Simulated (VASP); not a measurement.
Level of theory: PBE GGA, VASP's PBE PAW potentials (set 64) (plane waves; VASP).

VASP input:

### KPOINTS
```
Automatic mesh
0
Gamma
8 8 6
0 0 0
```

**POSCAR**
```
Ga
1
    2.3203872450    -3.9897497936     0.0000000000
    2.3203872450     3.9897497936     0.0000000000
    0.0000000000     0.0000000000     4.7555021857
Ga
4
Direct
  0.1557018483   0.8442981517   0.9181997463
  0.3442981517   0.6557018483   0.4181997463
  0.6557018483   0.3442981517   0.5818002537
  0.8442981517   0.1557018483   0.0818002537
```

### INCAR
```
! general
SYSTEM  = Ga
PREC    = Accurate
ENCUT   = 480
LREAL   = .FALSE.
LASPH   = .TRUE.

! electronic loop
EDIFF   = 1E-7
NELM    = 100
ALGO    = Normal
LMAXMIX = 4

! smearing
ISMEAR  = 1
SIGMA   = 0.1

! functional
GGA     = PE

! ions
ISIF    = 2

! output
LWAVE   = .FALSE.
LCHARG  = .FALSE.
```

POTCAR, in this order: Ga_d (PBE.64 set). Program: vasp_std.

The resulting files:

### OSZICAR
```
       N       E                     dE             d eps       ncg     rms          rms(c)
DAV:   1     0.346614021104E+03    0.34661E+03   -0.25323E+04  5231   0.291E+03
DAV:   2     0.282427294600E+02   -0.31837E+03   -0.31335E+03  5425   0.547E+02
DAV:   3    -0.105212622664E+02   -0.38764E+02   -0.38421E+02  6041   0.148E+02
DAV:   4    -0.115888846898E+02   -0.10676E+01   -0.10665E+01  5660   0.290E+01
DAV:   5    -0.116131209635E+02   -0.24236E-01   -0.24229E-01  6268   0.439E+00    0.215E+00
DAV:   6    -0.115534085782E+02    0.59712E-01   -0.17717E-01  6228   0.559E+00    0.121E+00
DAV:   7    -0.115441849444E+02    0.92236E-02   -0.53535E-02  6882   0.246E+00    0.283E-01
DAV:   8    -0.115437290267E+02    0.45592E-03   -0.12147E-02  5705   0.128E+00    0.454E-02
DAV:   9    -0.115438848418E+02   -0.15582E-03   -0.86666E-04  5984   0.317E-01    0.234E-02
DAV:  10    -0.115439014585E+02   -0.16617E-04   -0.20793E-04  6022   0.157E-01    0.550E-03
DAV:  11    -0.115439017544E+02   -0.29591E-06   -0.35001E-05  6075   0.721E-02    0.375E-03
DAV:  12    -0.115439017142E+02    0.40163E-07   -0.64528E-06  6078   0.270E-02    0.491E-04
DAV:  13    -0.115439018392E+02   -0.12501E-06   -0.72667E-07  6780   0.677E-03    0.456E-04
DAV:  14    -0.115439017613E+02    0.77905E-07   -0.46824E-08  3486   0.199E-03
   1 F= -.11543902E+02 E0= -.11544010E+02  d E =0.324529E-03
```

OUTCAR:
```
------------------------ aborting loop because EDIFF is reached ----------------------------------------
  FORCE on cell =-STRESS in cart. coord.  units (eV):
  Direction    XX          YY          ZZ          XY          YZ          ZX
  --------------------------------------------------------------------------------------
  Total       -1.7421805     -1.6119735     -1.7964088      0.0000000      0.0000000      0.0000000
  in kB      -31.7008729    -29.3316150    -32.6876159      0.0000000      0.0000000      0.0000000
  external PRESSURE =     -31.2400346 kB  Pullay stress =       0.0000000 kB
  volume of cell :       88.05
      direct lattice vectors                 reciprocal lattice vectors
     2.320387245 -3.989749794  0.000000000     0.215481274 -0.125321142  0.000000000
     2.320387245  3.989749794  0.000000000     0.215481274  0.125321142  0.000000000
     0.000000000  0.000000000  4.755502186     0.000000000  0.000000000  0.210282734
 POSITION                                       TOTAL-FORCE (eV/Angst)
 -----------------------------------------------------------------------------------
      2.32039      2.74733      4.36650         0.000000     -0.033731      0.020521
      2.32039      1.24242      1.98875         0.000000      0.033731      0.020521
      2.32039     -1.24242      2.76675         0.000000     -0.033731     -0.020521
      2.32039     -2.74733      0.38900         0.000000      0.033731     -0.020521
 -----------------------------------------------------------------------------------
    total drift:                                0.000000      0.000000      0.000000
  FREE ENERGIE OF THE ION-ELECTRON SYSTEM (eV)
  ---------------------------------------------------
  free  energy   TOTEN  =       -11.5439017613 eV

  energy  without entropy=      -11.5442262907  energy(sigma->0) =      -11.54400994
```
(Selected blocks of OUTCAR.)

The compound is Ga in the alpha structure. This cell was strained or had an atom moved on purpose.
